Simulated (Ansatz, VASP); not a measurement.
BaIr3: VASP beside Ansatz

```
CELL_PARAMETERS angstrom
4.14225 0.00000 0.00000
0.00000 4.14225 0.00000
0.00000 0.00000 4.14225
ATOMIC_POSITIONS crystal
Ba 0.00000 0.00000 0.00000
Ir 0.00000 0.50000 0.50000
Ir 0.50000 0.50000 0.00000
Ir 0.50000 0.00000 0.50000
```

Alike in both runs: task single point; functional PBE; k mesh 8 × 8 × 8; occupations gaussian, width 0.05 eV; no spin polarisation.

```csv
,VASP,Ansatz
version,VASP 6.6.1,Ansatz 0.2.0
potentials or method,"VASP PAW PBE potentials, release 64 (Ba_sv, Ir)","scalar-relativistic, plane waves, PAW"
plane-wave cutoff (eV),520,420
valence electrons in the cell,37,61
```

Ansatz gave:

```
gap on the k mesh at the Fermi level (eV) : none
pressure (GPa)                            : 8.7
```

**Question.** Estimate VASP's values.

**Answer.** gap on the k mesh at the Fermi level (eV): none; pressure (GPa): 13.7.

A gap of «none» marks a metal or a gap that the smearing closes. One of these differences is far larger than is usual between the two programs; its cause wasn't traced. The two sets of potentials don't hold the same shells in valence.

The runs have no spin-orbit coupling, so splittings on Ba, Ir are missing.
